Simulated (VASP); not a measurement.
Consider the following.

```
NaH
1.0
    3.37561     0.00000     0.00000
    0.00000     4.77383     0.00000
    0.00000     0.00000    24.80050
Na H
6 6
Cartesian
  0.00000   0.00000   8.18074
  1.68781   2.38692   9.86854
  0.00000   0.00000  11.55634
  1.68781   2.38692  13.24416
  0.00000   0.00000  14.93196
  1.68781   2.38692  16.61976
  1.68781   0.00000   9.86854
  0.00000   2.38692   8.18074
  1.68781   0.00000  13.24416
  0.00000   2.38692  11.55634
  1.68781   0.00000  16.61976
  0.00000   2.38692  14.93196
```

All values below come from r2SCAN meta-GGA, VASP's PBE PAW potentials (set 64) (plane waves; VASP). Numerical set-up: PREC = Normal, EDIFF = 1E-5, 400 eV cut-off, 6×4×1 Γ-centred mesh, Gaussian smearing of 0.050 eV, potentials Na_pv H.

Task: The ions are relaxed. Which structure does the run end with?

Result: 
```
NaH
1.0
    3.37561     0.00000     0.00000
    0.00000     4.77383     0.00000
    0.00000     0.00000    24.80050
Na H
6 6
Cartesian
  0.00000   0.00000   8.32138
  1.68781   2.38692   9.78815
  0.00000   0.00000  11.56751
  1.68781   2.38692  13.23299
  0.00000   0.00000  15.01235
  1.68781   2.38692  16.47912
  1.68781   0.00000   9.83415
  0.00000   2.38692   8.23605
  1.68781   0.00000  13.23988
  0.00000   2.38692  11.56062
  1.68781   0.00000  16.56445
  0.00000   2.38692  14.96636
```

Task: How much energy does the relaxation gain?

Result: The energy (σ→0) changes by -4.8 meV/atom, in 13 ionic steps.

The cell is a thin slab with vacuum, built from NaH (rock salt): (110) face.
